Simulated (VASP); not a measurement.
Output of a VASP run:

OSZICAR:
```
       N       E                     dE             d eps       ncg     rms          rms(c)
DAV:   1     0.440911770151E+03    0.44091E+03   -0.16349E+04 11688   0.517E+02
DAV:   2     0.381581607407E+02   -0.40275E+03   -0.34364E+03 11680   0.159E+02
DAV:   3    -0.307956343585E+02   -0.68954E+02   -0.65131E+02 13400   0.631E+01
DAV:   4    -0.333347630369E+02   -0.25391E+01   -0.25261E+01 13408   0.128E+01
DAV:   5    -0.333504362713E+02   -0.15673E-01   -0.15671E-01 13424   0.100E+00    0.126E+01
DAV:   6    -0.317140423591E+02    0.16364E+01   -0.69244E-01 16195   0.186E+01    0.960E+00
DAV:   7    -0.315925403452E+02    0.12150E+00   -0.55372E-01 14176   0.266E+00    0.465E+00
DAV:   8    -0.315867135244E+02    0.58268E-02   -0.41708E-02 14449   0.144E+00    0.111E+00
DAV:   9    -0.315855355583E+02    0.11780E-02   -0.75340E-03 13832   0.740E-01    0.227E-01
DAV:  10    -0.315858688830E+02   -0.33332E-03   -0.22812E-03 13417   0.336E-01    0.148E-01
DAV:  11    -0.315860010768E+02   -0.13219E-03   -0.28362E-04 13096   0.123E-01    0.665E-02
DAV:  12    -0.315861028341E+02   -0.10176E-03   -0.11099E-04 12705   0.592E-02    0.165E-02
DAV:  13    -0.315861137014E+02   -0.10867E-04   -0.23994E-05 13544   0.400E-02    0.106E-02
DAV:  14    -0.315861158433E+02   -0.21419E-05   -0.58589E-06 12688   0.149E-02    0.285E-03
DAV:  15    -0.315861159441E+02   -0.10082E-06   -0.11161E-06 13848   0.602E-03    0.181E-03
DAV:  16    -0.315861159349E+02    0.92068E-08   -0.11191E-07  9360   0.143E-03
   1 F= -.31586116E+02 E0= -.31586116E+02  d E =-.200272E-16
 imaginary and real dielectric function
```

OUTCAR:
```
------------------------ aborting loop because EDIFF is reached ----------------------------------------
  FORCE on cell =-STRESS in cart. coord.  units (eV):
  Direction    XX          YY          ZZ          XY          YZ          ZX
  --------------------------------------------------------------------------------------
  Total        0.0278832      0.0151188      0.0616544      0.0000000      0.0000000      0.0076634
  in kB        0.2791559      0.1513640      0.6172601      0.0000000      0.0000000      0.0767233
  external PRESSURE =       0.3492600 kB  Pullay stress =       0.0000000 kB
  volume of cell :      160.03
      direct lattice vectors                 reciprocal lattice vectors
     6.274739238  0.000000000 -0.000273122     0.159369178  0.000000000  0.000132397
     0.000000000  3.833301560  0.000000000     0.000000000  0.260871728  0.000000000
    -0.005527277  0.000000000  6.653307266     0.000006542  0.000000000  0.150301196
 POSITION                                       TOTAL-FORCE (eV/Angst)
 -----------------------------------------------------------------------------------
      3.13550      0.00000      4.43374        -0.010968      0.000000     -0.012668
      3.13313      1.91665      1.11094        -0.011180      0.000000      0.007383
      6.26774      1.91665      5.56569         0.011908      0.000000      0.010939
      6.26625      0.00000      2.19390         0.004858      0.000000     -0.010314
      0.69812      0.00000      4.42693        -0.017474      0.000000     -0.006047
      0.79648      1.91665      1.11351         0.003846      0.000000      0.000550
      3.95445      1.91665      5.61659         0.010868      0.000000      0.018391
      3.93808      0.00000      2.15004         0.008143      0.000000     -0.008233
 -----------------------------------------------------------------------------------
    total drift:                               -0.004158      0.000000      0.000655
  FREE ENERGIE OF THE ION-ELECTRON SYSTEM (eV)
  ---------------------------------------------------
  free  energy   TOTEN  =       -31.5861159349 eV

  energy  without entropy=      -31.5861159349  energy(sigma->0) =      -31.58611593

 plasma frequency squared (from intraband transitions) (eV^2)
  --------------------------------------------------------------------------------------
       0.000       0.000       0.000
       0.000       0.000       0.000
       0.000       0.000       0.000

 plasma frequency squared (from interband transitions, int dw w eps(2)(w)) (eV^2)
  --------------------------------------------------------------------------------------
     290.031       0.000       0.000       0.000      -0.006       0.123
       0.000       0.000     290.465       0.000       0.000       0.000
      -0.006      -0.123       0.000       0.000     290.051       0.000
```
(Selected blocks of OUTCAR.)

File POSCAR:
```
MgZn3S4
1
    6.2747392380     0.0000000000    -0.0002731217
    0.0000000000     3.8333015598     0.0000000000
   -0.0055272769     0.0000000000     6.6533072662
Mg Zn S
1 3 4
Direct
  0.5002891700   0.0000000000   0.6664167095
  0.4994711688   0.5000000000   0.1669963028
  0.9996211009   0.5000000000   0.8365713278
  0.9989374056   0.0000000000   0.3297861658
  0.1118447811   0.0000000000   0.6653779313
  0.1270825241   0.5000000000   0.1673669748
  0.6309606167   0.5000000000   0.8442059205
  0.6278932329   0.0000000000   0.3231786677
```

### Question
Write an INCAR and KPOINTS that could have produced this output.

### Answer
One answer among several that fit: the input of the run itself, PBEsol GGA, plane waves, VASP's PBE PAW potentials (set 64).

KPOINTS:
```
Automatic mesh
0
Gamma
5 7 5
0 0 0
```

INCAR:
```
# general
SYSTEM  = MgZn3S4
PREC    = Accurate
ENCUT   = 400
LREAL   = .FALSE.   # projection in real space or not
LASPH   = .TRUE.
NBANDS  = 111

# electronic loop
EDIFF   = 1E-7   # SCF stop (eV)
NELM    = 100
ALGO    = Normal   # blocked Davidson
LMAXMIX = 4

# smearing
ISMEAR  = 0   # Gaussian
SIGMA   = 0.01   # width (eV)

# functional
GGA     = PS

# output
LWAVE   = .FALSE.
LCHARG  = .FALSE.
NEDOS   = 1001   # DOS grid

# other
LOPTICS = .TRUE.
CSHIFT  = 0.1
```

POTCAR, in this order: Mg Zn S (PBE.64 set). Program: vasp_std.

The dielectric response may not be converged in the k-mesh; for small gaps it tends to come out too large.

The structure comes from a computed database's MgZn3S4 entry (Pm); how it stands against other phases isn't given here. It was relaxed first.
